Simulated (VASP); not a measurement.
Write the native input for VASP 6.6.1 that does the following.

```
Task                   : single point
Functional             : LDA
Potentials or basis    : VASP PAW LDA potentials, release 64 (Al)
Cutoff                 : 520 eV
k mesh                 : 9 × 9 × 13
Occupations            : fermi-dirac, width 0.1 eV
Spin                   : no spin polarisation
Dipole correction      : no
Further INCAR settings : ALGO = Fast; EDIFF = 1e-06; NBANDS = 12
```

The structure of Al lies in POSCAR:

```
Al
1.0
    4.4577284518      0.0000000000      0.0000000000
   -2.2288642259      3.8605060824      0.0000000000
    0.0000000000      0.0000000000      2.7580655610
Al
3
Direct
    1.0000000000      1.0000000000      0.0000000000
    0.3333333333      0.6666666667      0.5000000000
    0.6666666667      0.3333333333      0.5000000000
```

This isn't the form of Al at room conditions, which is fcc.

These files were run (other wordings do the same):

INCAR

```
SYSTEM = Al
  PREC = Accurate
  ENCUT = 520
  EDIFF = 1E-6
  ISMEAR = -1
  SIGMA = 0.1
  LREAL = .FALSE.
  LASPH = .TRUE.
  NELM = 80
  ALGO = Fast
  ISIF = 2
  LWAVE = .FALSE.
  LCHARG = .FALSE.
  GGA = CA
  NBANDS = 12
```

KPOINTS

```
regular mesh
0
G
  9 9 13
  0 0 0
```

Potentials or basis: VASP PAW LDA potentials, release 64 (Al).

Launch:

```sh
$ cat potpaw_LDA.64/Al/POTCAR > POTCAR
$ mpirun -np 1 vasp_std > vasp.out
```

Results of the run:

```
Pressure               : 3.3 GPa
Band gap on the k mesh : none (metal or under the smearing width)
```

Run time: 15 s on 1 thread of Intel(R) Xeon(R) 6975P-C (Granite Rapids), with other jobs on the host, peak memory 0.16 GiB.
